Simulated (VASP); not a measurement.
OSZICAR of a VASP run on Ni3Fe (L1_2):

OSZICAR:
```
       N       E                     dE             d eps       ncg     rms          rms(c)
DAV:   1     0.220956120269E+03    0.22096E+03   -0.15196E+04   104   0.169E+03
DAV:   2    -0.175186230816E+02   -0.23847E+03   -0.22848E+03   104   0.336E+02
DAV:   3    -0.289147623051E+02   -0.11396E+02   -0.10869E+02   106   0.104E+02
DAV:   4    -0.290536671231E+02   -0.13890E+00   -0.13881E+00   106   0.119E+01
DAV:   5    -0.290588975441E+02   -0.52304E-02   -0.52298E-02   160   0.183E+00    0.192E+01
DAV:   6    -0.290110948173E+02    0.47803E-01   -0.47993E+01   108   0.108E+02    0.325E+01
DAV:   7    -0.291226871439E+02   -0.11159E+00   -0.17635E+01   116   0.130E+02    0.230E+01
DAV:   8    -0.250761867116E+02    0.40465E+01   -0.12711E+01   116   0.508E+01    0.747E+00
DAV:   9    -0.252917733777E+02   -0.21559E+00   -0.10030E+00   124   0.159E+01    0.396E+00
DAV:  10    -0.253271320555E+02   -0.35359E-01   -0.55927E-01   116   0.203E+01    0.409E+00
DAV:  11    -0.252395341078E+02    0.87598E-01   -0.30485E-01   132   0.146E+01    0.111E+00
DAV:  12    -0.252490786198E+02   -0.95445E-02   -0.65533E-02   158   0.448E+00    0.148E+00
DAV:  13    -0.252485103084E+02    0.56831E-03   -0.19127E-02   120   0.341E+00    0.137E+00
DAV:  14    -0.252470974147E+02    0.14129E-02   -0.30291E-03   126   0.115E+00    0.830E-01
DAV:  15    -0.252468053512E+02    0.29206E-03   -0.29691E-03   150   0.131E+00    0.221E-01
DAV:  16    -0.252469332405E+02   -0.12789E-03   -0.11608E-03   144   0.467E-01    0.144E-01
DAV:  17    -0.252469242732E+02    0.89673E-05   -0.94794E-05   126   0.162E-01    0.813E-02
DAV:  18    -0.252469245582E+02   -0.28495E-06   -0.19726E-05   142   0.935E-02    0.501E-02
DAV:  19    -0.252469216985E+02    0.28596E-05   -0.13993E-05   134   0.760E-02    0.172E-02
DAV:  20    -0.252469210193E+02    0.67922E-06   -0.15348E-06    56   0.241E-02
   1 F= -.25246921E+02 E0= -.25249987E+02  d E =0.919720E-02  mag=     4.0001
```

Problem. Which electronic solver shows in the log?

Solution. It is blocked Davidson (ALGO = Normal, or the opening steps of other solvers). The INCAR had ALGO = Normal.

Problem. How was spin treated?

Solution. Collinear spin (ISPIN = 2): the summary line carries one mag value, 4.00 μB in the cell.

Problem. Can the final energy be trusted as converged?

Solution. The calculation finished and met its thresholds. It stopped with EDIFF = 1E-6, NELM = 100 (PBE GGA, plane waves, VASP's PBE PAW potentials (set 64)).

The compound is Ni3Fe in the L1_2 structure. The cell was not relaxed at this level, atoms are displaced from their ideal sites. The k-mesh is coarse (spacing up to 0.88 per Å, 2π included), so the numbers may not be converged in it. The run is one of a series of settings (KPOINTS 2×2×2 Monkhorst-Pack mesh against the base run), some of them coarse on purpose.
